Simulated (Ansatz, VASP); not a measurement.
## BaSc4: VASP beside Ansatz

```
Ba Sc
1.0
     5.47709    0.00000    0.00000
     0.00000    5.47709    0.00000
     0.00000    0.00000    5.47709
Ba Sc
1 4
Direct
  0.00000 0.00000 0.00000
  0.00000 0.50000 0.50000
  0.50000 0.00000 0.50000
  0.50000 0.50000 0.00000
  0.50000 0.50000 0.50000
```

Alike in both runs: functional PBE; k mesh 4 × 4 × 4; occupations gaussian, width 0.1 eV; no spin polarisation.

Ansatz relaxed the structure, and its values are those at the end. VASP's run is a single point on that final structure, the one shown.

```csv
,VASP,Ansatz
version,VASP 6.6.1,Ansatz 0.2.0
potentials or method,"VASP PAW PBE potentials, release 64 (Ba_sv, Sc_sv)","scalar-relativistic, plane waves, PAW"
plane-wave cutoff (eV),520,420
valence electrons in the cell,54,54
```

Ansatz gave:

- gap on the k mesh at the Fermi level (eV): none
- pressure (GPa): 0.4

**Question.** Which values does VASP return?

**Answer.** gap on the k mesh at the Fermi level (eV): none; pressure (GPa): 0.5.

A gap of «none» marks a metal or a gap that the smearing closes. The functional is the same, so the differences come from potentials, cutoffs and numerics.

The runs have no spin-orbit coupling, so splittings on Ba are missing.
